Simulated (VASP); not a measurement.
```yaml
crystal:
  lattice:
    - [-0.00214, 5.60025, 5.59599]
    - [5.60025, -0.00214, 5.59599]
    - [2.79905, 2.79905, 0.00000]
  atoms:
    - { symbol: Si, position: [0.00270, 0.00270, 0.99459] }
    - { symbol: Si, position: [0.12230, 0.12230, 0.25541] }
    - { symbol: Ge, position: [0.00167, 0.49549, 0.00285] }
    - { symbol: Ge, position: [0.12333, 0.62951, 0.24715] }
    - { symbol: Ge, position: [0.49549, 0.00167, 0.00285] }
    - { symbol: Ge, position: [0.62951, 0.12333, 0.24715] }
    - { symbol: Ge, position: [0.49985, 0.49985, 0.00030] }
    - { symbol: Ge, position: [0.62515, 0.62515, 0.24970] }
```

Level of theory: PBEsol GGA, VASP's PBE PAW potentials (set 64) (plane waves; VASP). Settings: 400 eV cut-off, 4×4×8 Γ-centred mesh, tetrahedra with Blöchl corrections, potentials Si Ge_d.

Question: Tabulate the total density of states (states/eV per cell) against energy (eV; zero at the valence-band maximum or, without a gap, the Fermi level).

Answer: 
```tsv
E (eV)	DOS (states/eV)
-9.93	2.86
-9.61	2.43
-9.18	2.13
-8.86	0.47
-8.54	0.08
-8.22	1.19
-7.79	3.39
-7.47	3.96
-7.15	2.91
-6.83	3.11
-6.40	1.63
-6.08	1.40
-5.76	1.41
-5.44	1.24
-5.01	0.56
-4.69	0.57
-4.37	2.48
-4.05	5.11
-3.62	6.18
-3.30	4.22
-2.98	6.01
-2.66	5.34
-2.23	5.30
-1.91	4.36
-1.59	5.32
-1.27	2.63
-0.84	1.50
-0.52	1.06
-0.19	0.13
0.13	0.00
0.55	0.67
0.88	1.80
1.20	3.36
1.52	4.91
1.95	7.03
2.27	4.57
2.59	4.94
2.91	4.09
3.34	4.92
3.66	5.69
```
Within 2 eV below the valence-band maximum the largest weight inside VASP's projection spheres is Ge p.

The structure was generated: Ge6Si2 was put into an ordered model structure (Cmcm), which need not be its known phase. It was relaxed first.
